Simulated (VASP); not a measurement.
All values below come from SCAN meta-GGA, VASP's PBE PAW potentials (set 64) (plane waves; VASP).

Input for VASP

**INCAR**
```
SYSTEM=Ni
PREC=Accurate; ENCUT=520; LREAL=.False.
LASPH=.True.
EDIFF=1E-7; NELM=100; ALGO=Normal
LMAXMIX=4; LMIXTAU=.True.
ISMEAR=-5
METAGGA=SCAN
ISPIN=2; MAGMOM=0.8
ISIF=2
LWAVE=.False.; LCHARG=.False.; LORBIT=11
NEDOS=601
```

File POSCAR:
```
Ni
1
    0.0000000000     1.7297915075     1.7297915075
    1.7297915075    -0.0000000000     1.7297915075
    1.7297915075     1.7297915075     0.0000000000
Ni
1
Direct
  0.0000000000   0.0000000000   0.0000000000
```

File KPOINTS:
```
Automatic
0
G
  20 20 20
```

**KPOINTS_OPT**
```
k-points along high-symmetry lines
10
Line-mode
Reciprocal
  0.000000   0.000000   0.000000 ! GAMMA
  0.500000   0.000000   0.500000 ! X

  0.500000   0.000000   0.500000 ! X
  0.625000   0.250000   0.625000 ! U

  0.375000   0.375000   0.750000 ! K
  0.000000   0.000000   0.000000 ! GAMMA

  0.000000   0.000000   0.000000 ! GAMMA
  0.500000   0.500000   0.500000 ! L

  0.500000   0.500000   0.500000 ! L
  0.500000   0.250000   0.750000 ! W

  0.500000   0.250000   0.750000 ! W
  0.500000   0.000000   0.500000 ! X
```

POTCAR, in this order: Ni (PBE.64 set). Program: vasp_std.

The run wrote:

OSZICAR:
```
       N       E                     dE             d eps       ncg     rms          rms(c)
DAV:   1     0.116595657637E+02    0.11660E+02   -0.49898E+03  9376   0.149E+03
DAV:   2    -0.180254909640E+02   -0.29685E+02   -0.28632E+02  9309   0.172E+02
DAV:   3    -0.184997409758E+02   -0.47425E+00   -0.47379E+00 10670   0.294E+01
DAV:   4    -0.185043441416E+02   -0.46032E-02   -0.46021E-02 10527   0.250E+00
DAV:   5    -0.185044628236E+02   -0.11868E-03   -0.11865E-03 10739   0.347E-01    0.113E+01
DAV:   6    -0.166279514881E+02    0.18765E+01   -0.29100E+01  9757   0.918E+01    0.847E+00
DAV:   7    -0.161240978445E+02    0.50385E+00   -0.78764E+00  9812   0.393E+01    0.257E+00
DAV:   8    -0.161240478845E+02    0.49960E-04   -0.59262E-02  9317   0.325E+00    0.178E+00
DAV:   9    -0.161167512577E+02    0.72966E-02   -0.78230E-02 10921   0.423E+00    0.534E-01
DAV:  10    -0.161189837854E+02   -0.22325E-02   -0.45841E-02  9681   0.284E+00    0.322E-01
DAV:  11    -0.161184855247E+02    0.49826E-03   -0.23419E-02  9698   0.248E+00    0.212E-01
DAV:  12    -0.161180921259E+02    0.39340E-03   -0.23668E-03 10253   0.802E-01    0.728E-02
DAV:  13    -0.161180853311E+02    0.67948E-05   -0.91310E-04  9975   0.464E-01    0.188E-02
DAV:  14    -0.161180227602E+02    0.62571E-04   -0.27364E-04  9376   0.198E-01    0.147E-02
DAV:  15    -0.161180472799E+02   -0.24520E-04   -0.17134E-05 11057   0.603E-02    0.395E-03
DAV:  16    -0.161180552666E+02   -0.79867E-05   -0.24113E-06  9674   0.191E-02    0.286E-03
DAV:  17    -0.161180517067E+02    0.35599E-05   -0.84560E-07  7360   0.104E-02    0.693E-04
DAV:  18    -0.161180497827E+02    0.19240E-05   -0.27318E-08  5107   0.223E-03    0.492E-04
DAV:  19    -0.161180484442E+02    0.13384E-05   -0.22036E-08  4776   0.202E-03    0.101E-04
DAV:  20    -0.161180489086E+02   -0.46438E-06   -0.15497E-09  4728   0.529E-04    0.598E-05
DAV:  21    -0.161180489376E+02   -0.29037E-07   -0.20501E-10  4726   0.221E-04
   1 F= -.16118049E+02 E0= -.16118049E+02  d E =0.000000E+00  mag=     0.7250
       N       E                     dE             ncg
```

**OUTCAR**
```
------------------------ aborting loop because EDIFF is reached ----------------------------------------
  FORCE on cell =-STRESS in cart. coord.  units (eV):
  Direction    XX          YY          ZZ          XY          YZ          ZX
  --------------------------------------------------------------------------------------
  Total       -0.0213419     -0.0213419     -0.0213419      0.0000000      0.0000000     -0.0000000
  in kB       -3.3031846     -3.3031846     -3.3031846      0.0000000      0.0000000     -0.0000000
  external PRESSURE =      -3.3031846 kB  Pullay stress =       0.0000000 kB
  volume of cell :       10.35
      direct lattice vectors                 reciprocal lattice vectors
     0.000000000  1.729791508  1.729791508    -0.289052176  0.289052176  0.289052176
     1.729791508  0.000000000  1.729791508     0.289052176 -0.289052176  0.289052176
     1.729791508  1.729791508  0.000000000     0.289052176  0.289052176 -0.289052176
 POSITION                                       TOTAL-FORCE (eV/Angst)
 -----------------------------------------------------------------------------------
      0.00000      0.00000      0.00000         0.000000      0.000000      0.000000
 -----------------------------------------------------------------------------------
    total drift:                                0.000000     -0.000000      0.000000
  FREE ENERGIE OF THE ION-ELECTRON SYSTEM (eV)
  ---------------------------------------------------
  free  energy   TOTEN  =       -16.1180489376 eV

  energy  without entropy=      -16.1180489376  energy(sigma->0) =      -16.11804894

 total charge

# of ion       s       p       d       tot
------------------------------------------
    1        0.537   0.571   8.323   9.431

 magnetization (x)

# of ion       s       p       d       tot
------------------------------------------
    1       -0.010  -0.048   0.804   0.746
```
(Selected blocks of OUTCAR.)

For a metal the tetrahedron method with Blöchl corrections gives inexact stress and forces.

The compound is Ni in the fcc structure. It was relaxed first, which changed the volume by -5 %.
